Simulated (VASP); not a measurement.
Data:

```
CELL_PARAMETERS angstrom
      2.29000     0.00000     0.00000
     -1.14500     1.98320     0.00000
      0.00000     0.00000     3.58000
ATOMIC_POSITIONS crystal
  Be 0.66667 0.33333 0.75000
  Be 0.33333 0.66667 0.25000
```

Calculation: PBEsol GGA, VASP's PBE PAW potentials (set 64) (plane waves; VASP). Numerical set-up: 480 eV cut-off, 16×16×9 Γ-centred mesh, first-order Methfessel-Paxton smearing of 0.10 eV, potentials Be.

Energy and stress use the plane-wave basis of the starting cell.

### Question
The ions, cell shape and volume are relaxed. Predict the relaxed structure.

### Answer

```
CELL_PARAMETERS angstrom
      2.26047     0.00000     0.00000
     -1.13023     1.95762     0.00000
      0.00000     0.00000     3.55134
ATOMIC_POSITIONS crystal
  Be 0.66667 0.33333 0.75000
  Be 0.33333 0.66667 0.25000
```
Space group P6_3/mmc (194), at a tolerance of 0.03 Å.

### Question
How do energy and volume change from the first to the last step?

### Answer
The energy (σ→0) changes by -3.4 meV/atom and the volume by -3.3 %, in 5 ionic steps.

The compound is Be in the hcp structure. This run relaxes it. Symmetry was kept, so distortions that lower it aren't found.
